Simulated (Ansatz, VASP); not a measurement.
**Two plane-wave programs on LuBeSi4**

Contents of INCAR:

```
SYSTEM = LuBeSi4
PREC = Accurate
ENCUT = 520
EDIFF = 1E-6
ISMEAR = 0
SIGMA = 0.1
LREAL = .False.
LASPH = .True.
NELM = 80
ALGO = Normal
ISIF = 2
LWAVE = .False.
LCHARG = .False.
GGA = PE
NBANDS = 30
```

The input KPOINTS:

```
Automatic mesh
0
Gamma
  6 6 2
  0 0 0
```

File POSCAR:

```
LuBeSi4
1.0
    4.1236800300      0.0000000000      0.0000000000
   -2.0618400200      3.5712116700      0.0000000000
    0.0000000000      0.0000000000      7.5865361400
Lu Be Si
1 1 4
Direct
    0.0000000000      0.0000000000      0.5000000000
    0.0000000000      0.0000000000      0.0000000000
    0.0000000000      0.0000000000      0.2107999200
    0.0000000000      0.0000000000      0.7892000800
    0.3333333300      0.6666666700      0.5000000000
    0.6666666700      0.3333333300      0.5000000000
```

Input for Ansatz:

```yaml
crystal:
  lattice:
    - [4.12368003, 0.0, 0.0]
    - [-2.06184002, 3.57121167, 0.0]
    - [0.0, 0.0, 7.58653614]
  atoms:
    - { symbol: Lu, position: [0.0, 0.0, 0.5] }
    - { symbol: Be, position: [0.0, 0.0, 0.0] }
    - { symbol: Si, position: [0.0, 0.0, 0.21079992] }
    - { symbol: Si, position: [0.0, 0.0, 0.78920008] }
    - { symbol: Si, position: [0.33333333, 0.66666667, 0.5] }
    - { symbol: Si, position: [0.66666667, 0.33333333, 0.5] }
basis:
  ecutwfc: 420
kpoints:
  mp_grid: { grid: [6, 6, 2] }
hamiltonian:
  xc: pbe
scf:
  occupations: { method: gaussian, width: 0.1 }
  lower_state_search: "off"
output:
  forces: true
  stress: true
  eigenvalues: true
```

Alike in both runs: task single point; functional PBE; k mesh 6 × 6 × 2; occupations gaussian, width 0.1 eV; no spin polarisation.

|  | VASP | Ansatz |
| --- | --- | --- |
| version | VASP 6.6.1 | Ansatz 0.2.0 |
| potentials or method | VASP PAW PBE potentials, release 64 (Lu, Be, Si) | scalar-relativistic, plane waves, PAW |
| plane-wave cutoff (eV) | 520 | 420 |
| valence electrons in the cell | 43 | 43 |

VASP gave:

- gap on the k mesh at the Fermi level (eV): none
- rms of the force components (eV/Å): 2.576

Task: Which values does Ansatz return?

Result: gap on the k mesh at the Fermi level (eV): none; rms of the force components (eV/Å): 2.596.

Atom by atom the forces differ by 0.021 eV/Å (rms over components). A gap of «none» marks a metal or a gap that the smearing closes.

Caveats: the k mesh is coarse (spacing up to 0.41 Å⁻¹), so the values aren't converged; forces of over 1 eV/Å show positions far from the minimum, so gaps and moduli don't describe the material at rest. Spin-orbit coupling is left out, which matters for the levels of Lu.
